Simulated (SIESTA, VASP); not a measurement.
An input for SIESTA (GGA PBE, numerical atomic orbitals DZP, PseudoDojo PBE standard norm-conserving potentials (rewritten from UPF to PSML)):

```
# files in the folder: Al.psml (PseudoDojo PBE standard)
SystemName  Al
SystemLabel siesta

NumberOfAtoms                1
NumberOfSpecies              1
%block ChemicalSpeciesLabel
  1 13 Al
%endblock ChemicalSpeciesLabel
LatticeConstant              1.0 Ang
%block LatticeVectors
     0.000000000    1.962670000    1.962670000
     1.962670000    0.000000000    1.962670000
     1.962670000    1.962670000    0.000000000
%endblock LatticeVectors
AtomicCoordinatesFormat      ScaledCartesian
%block AtomicCoordinatesAndAtomicSpecies
     0.000000000    0.000000000    0.000000000  1
%endblock AtomicCoordinatesAndAtomicSpecies

XC.functional                GGA
XC.authors                   PBE
PAO.BasisSize                DZP
PAO.EnergyShift              0.01 Ry
MeshCutoff                   400 Ry
%block kgrid.MonkhorstPack
   14   0   0  0.0
    0  14   0  0.0
    0   0  14  0.0
%endblock kgrid.MonkhorstPack
OccupationFunction           FD
ElectronicTemperature        1160.45 K

MaxSCFIterations             150
SCF.Mixer.Method             Pulay
SCF.Mixer.Weight             0.25
SCF.Mixer.History            6
SCF.DM.Tolerance             1.0E-05
Diag.ParallelOverK           true
WriteForces                  true
Charge.Mulliken              end
```

Write the VASP files for the same calculation.

One set of files that does it:

**INCAR**
```
SYSTEM = Al
PREC = Accurate
ENCUT = 300
EDIFF = 1E-6
NELM = 100
ALGO = Normal
LREAL = .FALSE.
LASPH = .TRUE.
ISMEAR = -1
SIGMA = 0.1
GGA = PE
LWAVE = .FALSE.
LCHARG = .FALSE.
ISIF = 2
```

File KPOINTS:
```
kpoints
0
Gamma
14 14 14
```

File POSCAR:
```
Al
2.7756350
  0.0000000000   0.7071066621   0.7071066621
  0.7071066621   0.0000000000   0.7071066621
  0.7071066621   0.7071066621   0.0000000000
Al
1
Direct
  0.0000000000   0.0000000000   0.0000000000
```

POTCAR, in this order: Al (PBE.64 set). Program: vasp_std.

Both are inputs of real runs that ended normally. What can't carry over is the choice of potentials or basis and its cut-off, and each code's defaults.

The structure is a typed Al crystal (Fm-3m). The cell was not relaxed at this level, and its volume differs by -5.9 % from the start's.
